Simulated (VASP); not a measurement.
An input for Quantum ESPRESSO's pw.x (written as the equivalent of a VASP run, and not itself run):

```
&CONTROL
  calculation = 'scf'
  pseudo_dir = './pseudo'
  outdir = './out'
  tprnfor = .true.
  tstress = .true.
/
&SYSTEM
  ibrav = 0
  nat = 3
  ntyp = 2
  ecutwfc = 68
  occupations = 'smearing'
  smearing = 'gaussian'
  degauss = 0.003675
  input_dft = 'vdw-df-cx'
/
&ELECTRONS
  conv_thr = 7.3e-09
  electron_maxstep = 100
/
ATOMIC_SPECIES
  Sr 87.620 Sr.upf
  Cl 35.450 Cl.upf
CELL_PARAMETERS angstrom
     0.0000000    3.5042214    3.5042214
     3.5042214    0.0000000    3.5042214
     3.5042214    3.5042214    0.0000000
ATOMIC_POSITIONS crystal
  Sr   0.0000000  1.0000000  1.0000000
  Cl   0.2500000  0.2500000  0.2500000
  Cl   0.7500000  0.7500000  0.7500000
K_POINTS automatic
  6 6 6 0 0 0
```

Task: Translate this input to VASP (INCAR, KPOINTS, POSCAR, choice of POTCAR).

Result: One answer among several that fit: 
KPOINTS:
```
Automatic mesh
0
Gamma
6 6 6
0 0 0
```

INCAR:
```
# general
SYSTEM   = SrCl2
PREC     = Accurate
ENCUT    = 520
LREAL    = .FALSE.
LASPH    = .TRUE.

# electronic loop
EDIFF    = 1E-7
NELM     = 100
ALGO     = Normal
LMAXMIX  = 4

# smearing
ISMEAR   = 0
SIGMA    = 0.05

# functional
GGA      = CX
LUSE_VDW = .TRUE.
AGGAC    = 0.0

# ions
ISIF     = 2

# output
LWAVE    = .FALSE.
LCHARG   = .FALSE.
```

POSCAR:
```
SrCl2
4.9557170
  0.0000000000   0.7071068408   0.7071068408
  0.7071068408   0.0000000000   0.7071068408
  0.7071068408   0.7071068408   0.0000000000
Sr Cl
1 2
Cart
  1.4142136816   0.7071068408   0.7071068408
  0.3535534204   0.3535534204   0.3535534204
  1.0606602612   1.0606602612   1.0606602612
```

POTCAR, in this order: Sr_sv Cl (PBE.64 set). Program: vasp_std.

Limits of the translation: the potentials are each code's own (VASP's PAW set, PseudoDojo norm-conserving files in pw.x), so ENCUT and ecutwfc are chosen apart and not converted; conv_thr bounds pw.x's estimated SCF error, while EDIFF bounds the energy change between steps.

The compound is SrCl2 in the fluorite structure. This cell is one point of a volume scan, at 1.03 of the reference volume.
